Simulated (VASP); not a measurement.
OSZICAR of a VASP run on BaTiO3 (space group Pm-3m):

**OSZICAR**
```
       N       E                     dE             d eps       ncg     rms          rms(c)
DAV:   1     0.436937510832E+03    0.43694E+03   -0.20888E+04   960   0.178E+03
DAV:   2    -0.152840922527E+02   -0.45222E+03   -0.44591E+03  1216   0.475E+02
DAV:   3    -0.530068971824E+02   -0.37723E+02   -0.37678E+02  1168   0.140E+02
DAV:   4    -0.546843295115E+02   -0.16774E+01   -0.16767E+01  1456   0.270E+01
DAV:   5    -0.547208516670E+02   -0.36522E-01   -0.36521E-01  1272   0.352E+00    0.240E+01
DAV:   6    -0.444389148495E+02    0.10282E+02   -0.71474E+01  1408   0.780E+01    0.105E+01
DAV:   7    -0.443306922684E+02    0.10822E+00   -0.10887E+01  1192   0.247E+01    0.670E+00
DAV:   8    -0.441739741323E+02    0.15672E+00   -0.14185E+00  1288   0.117E+01    0.234E+00
DAV:   9    -0.441667279913E+02    0.72461E-02   -0.20748E-01  1160   0.360E+00    0.984E-01
DAV:  10    -0.441600594078E+02    0.66686E-02   -0.94518E-02  1304   0.258E+00    0.576E-01
DAV:  11    -0.441563120113E+02    0.37474E-02   -0.37077E-02  1424   0.134E+00    0.171E-01
DAV:  12    -0.441558887632E+02    0.42325E-03   -0.24170E-03  1176   0.459E-01    0.458E-02
DAV:  13    -0.441559367655E+02   -0.48002E-04   -0.11725E-03  1376   0.267E-01    0.703E-02
DAV:  14    -0.441558572009E+02    0.79565E-04   -0.46963E-04  1232   0.146E-01    0.149E-02
DAV:  15    -0.441558572261E+02   -0.25150E-07   -0.15512E-05  1224   0.338E-02    0.457E-03
DAV:  16    -0.441558571138E+02    0.11225E-06   -0.10685E-06  1352   0.704E-03    0.333E-03
DAV:  17    -0.441558569527E+02    0.16114E-06   -0.94371E-07  1072   0.517E-03    0.122E-03
DAV:  18    -0.441558569503E+02    0.23365E-08   -0.32410E-08   528   0.154E-03
   1 F= -.44155857E+02 E0= -.44155857E+02  d E =0.000000E+00
```

Question: Which electronic solver shows in the log?

Answer: It is blocked Davidson (ALGO = Normal, or the opening steps of other solvers). The INCAR had ALGO = Normal.

Question: Can the final energy be trusted as converged?

Answer: The run converged. It stopped with EDIFF = 1E-7, NELM = 100 (LDA (Ceperley-Alder, Perdew-Zunger), plane waves, VASP's LDA PAW potentials (set 64)).

The structure comes from a computed database's BaTiO3 entry (Pm-3m); how it stands against other phases isn't given here. It was relaxed first.
